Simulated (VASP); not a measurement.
Consider the following.

```yaml
crystal:
  lattice:
    - [4.23149, 0.00000, 0.00000]
    - [0.00000, 4.23149, 0.00000]
    - [0.00000, 0.00000, 4.23149]
  atoms:
    - { symbol: Ba, position: [0.00000, 0.00000, 0.00000] }
    - { symbol: Zr, position: [0.50000, 0.50000, 0.50000] }
    - { symbol: O, position: [0.50000, 0.00000, 0.50000] }
    - { symbol: O, position: [0.00000, 0.50000, 0.50000] }
    - { symbol: O, position: [0.50000, 0.50000, 0.00000] }
```

The numbers are results of PBEsol GGA, VASP's PBE PAW potentials (set 64) (plane waves; VASP 6.6.1), not measurements. Run with 520 eV cut-off, 5×5×5 Γ-centred mesh, Gaussian smearing of 0.050 eV, potentials Ba_sv Zr_sv O.

**Question.** Give the stress tensor in GPa (positive for a compressed cell).

**Answer.** 
```
-4.45   0.00   0.00
 0.00  -4.45   0.00
 0.00   0.00  -4.45
```
The pressure is its mean diagonal, -4.45 GPa.

The compound is BaZrO3 in the cubic perovskite structure. This cell is one point of a volume scan, at 1.03 of the reference volume.
